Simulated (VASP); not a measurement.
LiY3:

```
CELL_PARAMETERS angstrom
0.00000 3.89985 3.89985
3.89985 0.00000 3.89985
3.89985 3.89985 0.00000
ATOMIC_POSITIONS crystal
Y 0.50000 0.50000 0.50000
Y 0.75000 0.75000 0.75000
Y 0.25000 0.25000 0.25000
Li 0.00000 0.00000 0.00000
```

The cell comes from a database or a generator and needn't be the stable form of this composition.

| Property | Result |
| --- | --- |
| Program | VASP 6.6.1 |
| Task | single point |
| Functional | PBE |
| Potentials or basis | VASP PAW PBE potentials, release 64 (Y_sv, Li_sv) |
| Cutoff | 520 eV |
| k mesh | 6 × 6 × 6 |
| Occupations | fermi-dirac, width 0.05 eV |
| Spin | no spin polarisation |

On this cell: largest force zero by symmetry; band gap on the k mesh none (metal or under the smearing width).

The same run follows on a disturbed copy (atoms moved at random, drawn with an rms of 0.05 Å):

```
CELL_PARAMETERS angstrom
0.00000 3.89985 3.89985
3.89985 0.00000 3.89985
3.89985 3.89985 0.00000
ATOMIC_POSITIONS crystal
Y 0.49721 0.50498 0.49639
Y 0.75451 0.75445 0.74265
Y 0.24629 0.24196 0.25742
Li 0.00572 0.99964 0.98730
```

Question: What does the disturbed cell give?

Answer: The energy (extrapolated to zero smearing) moves by +2.9 meV/atom; largest force 0.234 eV/Å; band gap on the k mesh none (metal or under the smearing width).

Forces in eV/Å, atoms in the order of the input:
```
Y   -0.037  0.095 -0.052
Y   -0.002 -0.028 -0.098
Y   -0.034 -0.123  0.196
Li   0.072  0.056 -0.047
```
